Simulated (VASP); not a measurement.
# SiC: GW quasiparticle gap, part 2 of 4

Wanted: how far GW moves the Kohn-Sham levels of SiC. The cell has space group P6_3mc. The start is a cell from a database of measured crystal structures.

VASP 6.6.1, plane waves and PAW; the level of theory is named at each step.

So far. Step 2 (Ground state): The cell has a gap of 2.14 eV on mesh and path. Forces of up to 0.17 eV/Å remain in these settings.

## Step 3: Empty bands, functional r2SCAN

Level of this step: r2SCAN; plane waves and PAW (Si_GW, C_GW) (VASP).

The next step needs empty bands that the ground-state run didn't converge, so the Hamiltonian is diagonalised exactly for NBANDS bands, in a single step. LOPTICS writes the k-derivatives of the orbitals (WAVEDER), which give the long-wavelength limit of the screening.

Input file INCAR:

```
SYSTEM = SiC
PREC = Accurate
ENCUT = 440
ISMEAR = 0
SIGMA = 0.01
LREAL = .FALSE.
METAGGA = R2SCAN
LASPH = .TRUE.
NBANDS = 624
ALGO = Exact
NELM = 1
LWAVE = .TRUE.
LCHARG = .FALSE.
LOPTICS = .TRUE.
NEDOS = 1000
CSHIFT = 0.1
```

Input file POSCAR:

```
SiC
1.0
    3.0790000000      0.0000000000      0.0000000000
   -1.5395000000      2.6664922183      0.0000000000
    0.0000000000      0.0000000000     20.1460000000
Si C
8 8
Direct
    0.3333333333      0.6666666667      0.2500000000
    0.6666666667      0.3333333333      0.7500000000
    0.3333333333      0.6666666667      0.6250000000
    0.6666666667      0.3333333333      0.1250000000
    0.0000000000      0.0000000000      0.0000000000
    0.0000000000      0.0000000000      0.5000000000
    0.3333333333      0.6666666667      0.8750000000
    0.6666666667      0.3333333333      0.3750000000
    0.3333333333      0.6666666667      0.9690000000
    0.6666666667      0.3333333333      0.4690000000
    0.0000000000      0.0000000000      0.0940000000
    0.0000000000      0.0000000000      0.5940000000
    0.3333333333      0.6666666667      0.3440000000
    0.6666666667      0.3333333333      0.8440000000
    0.3333333333      0.6666666667      0.7190000000
    0.6666666667      0.3333333333      0.2190000000
```

Input file KPOINTS:

```
Automatic mesh
0
Gamma
6 6 1
0 0 0
```

PAW data sets: Si_GW and C_GW (PBE family, release 64).

Run with:

```bash
$ mpirun -np 8 vasp_std
```

The program printed:

```text
[banner, memory and clock lines left out]
running    8 mpi-ranks, on    1 nodes
 distrk:  each k-point on    8 cores,    1 groups
 distr:  one band on    1 cores,    8 groups

 POSCAR found type information on POSCAR SiC
 POSCAR found :  2 types and      16 ions
 [... a notice as in an earlier step ...]

 [... a notice as in an earlier step ...]

 LDA part: xc-table for (None), standard interpolation
 found WAVECAR, reading the header
  number of bands has changed, file:    48 present:   624
  trying to continue reading WAVECAR, but it might fail
 POSCAR, INCAR and KPOINTS ok, starting setup
 FFT: planning ... GRIDC
 FFT: planning ... GRID_SOFT
 FFT: planning ... GRID
 reading WAVECAR
 random initialization beyond band           48
 the WAVECAR file was read successfully
 initial charge from wavefunction
 entering main loop
       N       E                     dE             d eps       ncg     rms          rms(c)
DIA:   1    -0.154540519316E+03   -0.15454E+03    0.00000E+00     0   0.000E+00
   1 F= -.15454052E+03 E0= -.15454052E+03  d E =-.649705E-22
 writing wavefunctions
 optical routines
 imaginary and real dielectric function
 direction            1
 direction            2
 direction            3
```

The job ended after 70 s (8 MPI ranks of Intel Xeon 6975P-C (Granite Rapids), shared host; peak memory 3.8 GiB; 9.2 min of CPU time).

OUTCAR, selected parts (step 3):

```text
 Found      7 irreducible k-points:

   k-points           NKPTS =      7   k-points in BZ     NKDIM =      7   number of bands    NBANDS=    624

   NELECT =      64.0000    total number of electrons

 E-fermi :   7.7500

 k-point     3 :       0.3333    0.0000    0.0000
  band No.  band energies     occupation
    ...
     28       6.1380      2.00000
     29       6.3866      2.00000
     30       6.4218      2.00000
     31       6.6255      2.00000
     32       6.8229      2.00000
     33      10.8155      0.00000
     34      10.8743      0.00000
     35      11.5192      0.00000
     36      11.8575      0.00000
     37      12.6048      0.00000
    ...

  Total       -1.3498941     -1.3498941     -2.1291293      0.0000000      0.0000000      0.0000000
  in kB      -13.0758954    -13.0758954    -20.6240423      0.0000000      0.0000000      0.0000000
  external PRESSURE =     -15.5919443 kB  Pullay stress =       0.0000000 kB

 POSITION                                       TOTAL-FORCE (eV/Angst)
 -----------------------------------------------------------------------------------
     -0.00000      1.77766      5.03650        -0.000000     -0.000000      0.080042
      1.53950      0.88883     15.10950         0.000000     -0.000000      0.080042
     -0.00000      1.77766     12.59125        -0.000000      0.000000      0.066460
      1.53950      0.88883      2.51825         0.000000     -0.000000      0.066460
      0.00000      0.00000      0.00000        -0.000000      0.000000      0.077311
      0.00000      0.00000     10.07300         0.000000     -0.000000      0.077311
     -0.00000      1.77766     17.62775         0.000000      0.000000      0.068615
      1.53950      0.88883      7.55475        -0.000000     -0.000000      0.068615
     -0.00000      1.77766     19.52147         0.000000      0.000000     -0.088198
      1.53950      0.88883      9.44847         0.000000     -0.000000     -0.088198
      0.00000      0.00000      1.89372         0.000000     -0.000000     -0.069325
      0.00000      0.00000     11.96672         0.000000      0.000000     -0.069325
     -0.00000      1.77766      6.93022         0.000000     -0.000000      0.031436
      1.53950      0.88883     17.00322         0.000000      0.000000      0.031436
     -0.00000      1.77766     14.48497         0.000000     -0.000000     -0.166340
      1.53950      0.88883      4.41197         0.000000     -0.000000     -0.166340
 -----------------------------------------------------------------------------------
    total drift:                                0.000000      0.000000     -0.004571

  FREE ENERGIE OF THE ION-ELECTRON SYSTEM (eV)
  ---------------------------------------------------
  free  energy   TOTEN  =      -154.5405193159 eV

  energy  without entropy=     -154.5405193159  energy(sigma->0) =     -154.54051932

 plasma frequency squared (from intraband transitions) (eV^2)
  --------------------------------------------------------------------------------------
       0.000       0.000       0.000
       0.000       0.000      -0.000
       0.000       0.000       0.000

[... 14 parts as in an earlier step ...]
```

The gap is read on the k-mesh alone, so it is an upper bound where the band edges lie off the mesh.

A gap read on the k-mesh alone can miss the band edges.

Numbers from this step:

```yaml
gap_on_the_k_mesh: 2.143 eV
least_direct_gap_on_the_k_mesh: 3.296 eV
```

WAVECAR now holds 624 bands for 64 electrons. Its independent-particle dielectric tensor has xx, yy, zz = 6.9, 6.9, 6.7 on this mesh, which isn't tested for convergence in mesh or bands and lacks local fields.

## Step 4: evGW0

This step: evGW0 on r2SCAN; plane waves and PAW (Si_GW, C_GW) (VASP 6.6.1).

The lowest NBANDSGW levels in G are updated for four passes while W stays fixed, so the result depends less on the starting levels.

Input file INCAR:

```
SYSTEM = SiC
PREC = Accurate
ENCUT = 440
ISMEAR = 0
SIGMA = 0.01
LREAL = .FALSE.
METAGGA = R2SCAN
LASPH = .TRUE.
NBANDS = 624
ALGO = EVGW0
NELMGW = 4
ENCUTGW = 140
NOMEGA = 48
PRECFOCK = Fast
NBANDSGW = 40
LWAVE = .FALSE.
LCHARG = .FALSE.
```

POSCAR is that of step 3.

KPOINTS is that of step 3.

Run with:

```bash
$ mpirun -np 8 vasp_std
```

The program printed:

```text
[banner, memory and clock lines left out]
running    8 mpi-ranks, on    1 nodes
 distrk:  each k-point on    8 cores,    1 groups
 distr:  one band on    1 cores,    8 groups

 POSCAR found type information on POSCAR SiC
 POSCAR found :  2 types and      16 ions
 [... a notice as in an earlier step ...]

 [... a notice as in an earlier step ...]

|                                                                             |
|           W    W    AA    RRRRR   N    N  II  N    N   GGGG   !!!           |
|           W    W   A  A   R    R  NN   N  II  NN   N  G    G  !!!           |
|           W    W  A    A  R    R  N N  N  II  N N  N  G       !!!           |
|           W WW W  AAAAAA  RRRRR   N  N N  II  N  N N  G  GGG   !            |
|           WW  WW  A    A  R   R   N   NN  II  N   NN  G    G                |
|           W    W  A    A  R    R  N    N  II  N    N   GGGG   !!!           |
|                                                                             |
|     The default for ENCUTGWSOFT is different in this version of VASP.       |
|     please manually set ENCUTGWSOFT =140 in the INCAR file.                 |
|                                                                             |

 LDA part: xc-table for (None), standard interpolation
 found WAVECAR, reading the header
 POSCAR, INCAR and KPOINTS ok, starting setup
 FFT: planning ... GRIDC
 FFT: planning ... GRID_SOFT
 FFT: planning ... GRID
 reading WAVECAR
 the WAVECAR file was read successfully
 initial charge from wavefunction
 available memory per node:     35.00 GB, setting MAXMEM to     35840

 The Fermi energy was updated, please check that it is located mid-gap
 values below the HOMO (VB) or above the LUMO (CB) will cause erroneous energies
 E-fermi :   8.7566

 calculate exact exchange contribution
 the WAVEDER file was read successfully
energies w=
    0.000    0.000    0.810    0.000    1.617    0.000    2.417    0.000
    3.208    0.000    3.988    0.000    4.755    0.000    5.509    0.000
    6.248    0.000    6.974    0.000    7.686    0.000    8.388    0.000
    9.079    0.000    9.762    0.000   10.438    0.000   11.111    0.000
   11.783    0.000   12.456    0.000   13.134    0.000   13.819    0.000
   14.515    0.000   15.226    0.000   15.955    0.000   16.709    0.000
   17.491    0.000   18.307    0.000   19.166    0.000   20.074    0.000
   21.042    0.000   22.081    0.000   23.204    0.000   24.430    0.000
   25.778    0.000   27.275    0.000   28.955    0.000   30.863    0.000
   33.055    0.000   35.610    0.000   38.634    0.000   42.280    0.000
   46.769    0.000   52.440    0.000   59.832    0.000   69.865    0.000
   84.243    0.000  106.518    0.000  145.518    0.000  230.977    0.000
 responsefunction array rank=     648
 LDA part: xc-table for (None), standard interpolation

 min. memory requirement per mpi rank    668.4 MB, per node   5347.2 MB

 allocating   6 responsefunctions rank=   648
 shmem allocating  48 responsefunctions rank=   648
 response function shared by NCSHMEM nodes    1
 Doing            6  frequencies on each core in blocks of           48
NQ=   1    0.0000    0.0000    0.0000,
|.........|.........|.........|.........|.........|.........|.........|.........
 performed       1713000 updates of chi_q(r,r)
 total number of BLAS operations       4500.49 Gflops
NQ=   2    0.1667    0.0000    0.0000,
|.........|.........|.........|.........|.........|.........|.........|.........
 performed       4424000 updates of chi_q(r,r)
 total number of BLAS operations      12441.21 Gflops
NQ=   3    0.3333    0.0000    0.0000,
|.........|.........|.........|.........|.........|.........|.........|.........
 performed       7135000 updates of chi_q(r,r)
 total number of BLAS operations      20915.61 Gflops
NQ=   4    0.5000    0.0000    0.0000,
|.........|.........|.........|.........|.........|.........|.........|.........
 performed       9397000 updates of chi_q(r,r)
 total number of BLAS operations      27963.40 Gflops
NQ=   5    0.1667    0.1667    0.0000,
|.........|.........|.........|.........|.........|.........|.........|.........
 performed      12258000 updates of chi_q(r,r)
 total number of BLAS operations      36963.12 Gflops
NQ=   6    0.3333    0.1667    0.0000,
|.........|.........|.........|.........|.........|.........|.........|.........
 performed      15419000 updates of chi_q(r,r)
 total number of BLAS operations      46809.94 Gflops
NQ=   7    0.3333    0.3333    0.0000,
|.........|.........|.........|.........|.........|.........|.........|.........
 performed      17382000 updates of chi_q(r,r)
 total number of BLAS operations      53343.22 Gflops
 resolving degeneracies of screened two electron integrals

 calculate QP shifts <psi_nk| G(iteration)W_0 |psi_nk>: iteration 1
 allocating   6 responsefunctions rank=   648
 shmem allocating  48 responsefunctions rank=   648
 response function shared by NCSHMEM nodes    1
 Doing            6  frequencies on each core in blocks of           48
NQ=   1    0.0000    0.0000    0.0000,
|.........|.........|.........|.........|.........|.........|.........|.........
 performed       1713000 updates of chi_q(r,r)
 total number of BLAS operations       4500.49 Gflops
NQ=   2    0.1667    0.0000    0.0000,
|.........|.........|.........|.........|.........|.........|.........|.........
 performed       4424000 updates of chi_q(r,r)
 total number of BLAS operations      12441.21 Gflops
NQ=   3    0.3333    0.0000    0.0000,
|.........|.........|.........|.........|.........|.........|.........|.........
 performed       7135000 updates of chi_q(r,r)
 total number of BLAS operations      20915.61 Gflops
NQ=   4    0.5000    0.0000    0.0000,
|.........|.........|.........|.........|.........|.........|.........|.........
 performed       9397000 updates of chi_q(r,r)
 total number of BLAS operations      27963.40 Gflops
NQ=   5    0.1667    0.1667    0.0000,
|.........|.........|.........|.........|.........|.........|.........|.........
 performed      12258000 updates of chi_q(r,r)
 total number of BLAS operations      36963.12 Gflops
NQ=   6    0.3333    0.1667    0.0000,
|.........|.........|.........|.........|.........|.........|.........|.........
 performed      15419000 updates of chi_q(r,r)
 total number of BLAS operations      46809.94 Gflops
NQ=   7    0.3333    0.3333    0.0000,
|.........|.........|.........|.........|.........|.........|.........|.........
 performed      17382000 updates of chi_q(r,r)
 total number of BLAS operations      53343.22 Gflops
 resolving degeneracies of screened two electron integrals

 calculate QP shifts <psi_nk| G(iteration)W_0 |psi_nk>: iteration 2
 allocating   6 responsefunctions rank=   648
 shmem allocating  48 responsefunctions rank=   648
 response function shared by NCSHMEM nodes    1
 Doing            6  frequencies on each core in blocks of           48
NQ=   1    0.0000    0.0000    0.0000,
|.........|.........|.........|.........|.........|.........|.........|.........
 performed       1713000 updates of chi_q(r,r)
 total number of BLAS operations       4500.49 Gflops
NQ=   2    0.1667    0.0000    0.0000,
|.........|.........|.........|.........|.........|.........|.........|.........
 performed       4424000 updates of chi_q(r,r)
 total number of BLAS operations      12441.21 Gflops
NQ=   3    0.3333    0.0000    0.0000,
|.........|.........|.........|.........|.........|.........|.........|.........
 performed       7135000 updates of chi_q(r,r)
 total number of BLAS operations      20915.61 Gflops
NQ=   4    0.5000    0.0000    0.0000,
|.........|.........|.........|.........|.........|.........|.........|.........
 performed       9397000 updates of chi_q(r,r)
 total number of BLAS operations      27963.40 Gflops
NQ=   5    0.1667    0.1667    0.0000,
|.........|.........|.........|.........|.........|.........|.........|.........
 performed      12258000 updates of chi_q(r,r)
 total number of BLAS operations      36963.12 Gflops
NQ=   6    0.3333    0.1667    0.0000,
|.........|.........|.........|.........|.........|.........|.........|.........
 performed      15419000 updates of chi_q(r,r)
 total number of BLAS operations      46809.94 Gflops
NQ=   7    0.3333    0.3333    0.0000,
|.........|.........|.........|.........|.........|.........|.........|.........
 performed      17382000 updates of chi_q(r,r)
 total number of BLAS operations      53343.22 Gflops
 resolving degeneracies of screened two electron integrals

 calculate QP shifts <psi_nk| G(iteration)W_0 |psi_nk>: iteration 3
 allocating   6 responsefunctions rank=   648
 shmem allocating  48 responsefunctions rank=   648
 response function shared by NCSHMEM nodes    1
 Doing            6  frequencies on each core in blocks of           48
NQ=   1    0.0000    0.0000    0.0000,
|.........|.........|.........|.........|.........|.........|.........|.........
 performed       1713000 updates of chi_q(r,r)
 total number of BLAS operations       4500.49 Gflops
NQ=   2    0.1667    0.0000    0.0000,
|.........|.........|.........|.........|.........|.........|.........|.........
 performed       4424000 updates of chi_q(r,r)
 total number of BLAS operations      12441.21 Gflops
NQ=   3    0.3333    0.0000    0.0000,
|.........|.........|.........|.........|.........|.........|.........|.........
 performed       7135000 updates of chi_q(r,r)
 total number of BLAS operations      20915.61 Gflops
NQ=   4    0.5000    0.0000    0.0000,
|.........|.........|.........|.........|.........|.........|.........|.........
 performed       9397000 updates of chi_q(r,r)
 total number of BLAS operations      27963.40 Gflops
NQ=   5    0.1667    0.1667    0.0000,
|.........|.........|.........|.........|.........|.........|.........|.........
 performed      12258000 updates of chi_q(r,r)
 total number of BLAS operations      36963.12 Gflops
NQ=   6    0.3333    0.1667    0.0000,
|.........|.........|.........|.........|.........|.........|.........|.........
 performed      15419000 updates of chi_q(r,r)
 total number of BLAS operations      46809.94 Gflops
NQ=   7    0.3333    0.3333    0.0000,
|.........|.........|.........|.........|.........|.........|.........|.........
 performed      17382000 updates of chi_q(r,r)
 total number of BLAS operations      53343.22 Gflops
 resolving degeneracies of screened two electron integrals

 calculate QP shifts <psi_nk| G(iteration)W_0 |psi_nk>: iteration 4
 entering main loop
```

Wall time 23 min (8 MPI ranks); peak memory 5.9 GiB; 3.1 h of CPU time.

(Part 2 of 4 ends here.)

[Lines on the potential files, build, host, timing and source positions are cut from VASP's logs without a mark.]

[Logs are printed without paths, hosts, clocks, repeated set-up lines and the standing remarks that a program may print on its own settings, such as how far it seeks lower states.]

[Hosts, paths, dates, database ids (printed as entryN), source tags and the programs' standing remarks are cut or masked in the printed files.]

[Pressures printed for these runs are not shown converged in the cutoff: they can be off by several GPa and have the wrong sign.]
